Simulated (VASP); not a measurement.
## TbCuGe (space group P-6m2): computed properties

The numbers are results of PBEsol GGA, VASP's PBE PAW potentials (set 64) (plane waves; VASP 6.6.1), not measurements.

* **space group**: P-6m2 (187)
* **cell**: a = 4.1517 Å, b = 4.1517 Å, c = 3.7292 Å, α = 90.00°, β = 90.00°, γ = 120.00°
* **volume per atom**: 18.56 Å³/atom
* **band gap (over mesh and band path)**: none (metal, semimetal or under 0.01 eV)
* **band gap with spin-orbit coupling**: none (metallic)
* **density**: 8.80 g/cm³

```
CuTbGe
1.0
    4.15171     0.00000     0.00000
   -2.07586     3.59549     0.00000
    0.00000     0.00000     3.72920
Tb Cu Ge
1 1 1
Cartesian
  0.00000   0.00000   0.00000
  0.00000   2.39699   1.86460
  2.07586   1.19850   1.86460
```

The 4f electrons are frozen in the core of the lanthanide potential, so 4f levels, which can set the real gap, and their magnetism are missing.

The structure comes from a computed database's TbCuGe entry (P-6m2); how it stands against other phases isn't given here. It was relaxed first. Symmetry was kept, so distortions that lower it aren't found.
